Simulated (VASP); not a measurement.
```xyz
2
Lattice="4.5700 0.0000 0.0000 0.0000 4.5700 0.0000 0.0000 0.0000 4.5700" Properties=species:S:1:pos:R:3 pbc="T T T"
Cs     0.0000     0.0000     0.0000
I      2.2850     2.2850     2.2850
```

These are SCAN meta-GGA, VASP's PBE PAW potentials (set 64) (plane waves; VASP) values and carry that method's errors. Settings: 520 eV cut-off, 5×5×5 Γ-centred mesh, Gaussian smearing of 0.050 eV, potentials Cs_sv I.

Problem. The ions, cell shape and volume are relaxed. What does this cell relax into?

Solution. 
```xyz
2
Lattice="4.5917 0.0000 0.0000 0.0000 4.5917 0.0000 0.0000 0.0000 4.5917" Properties=species:S:1:pos:R:3 pbc="T T T"
Cs     0.0000     0.0000     0.0000
I      2.2958     2.2958     2.2958
```
Space group Pm-3m (221), at a tolerance of 0.03 Å.

Problem. How do energy and volume change from the first to the last step?

Solution. The energy (σ→0) changes by -0.5 meV/atom and the volume by +1.4 %, in 3 ionic steps.

The compound is CsI in the CsCl type structure. This run relaxes it. Symmetry was kept, so distortions that lower it aren't found.
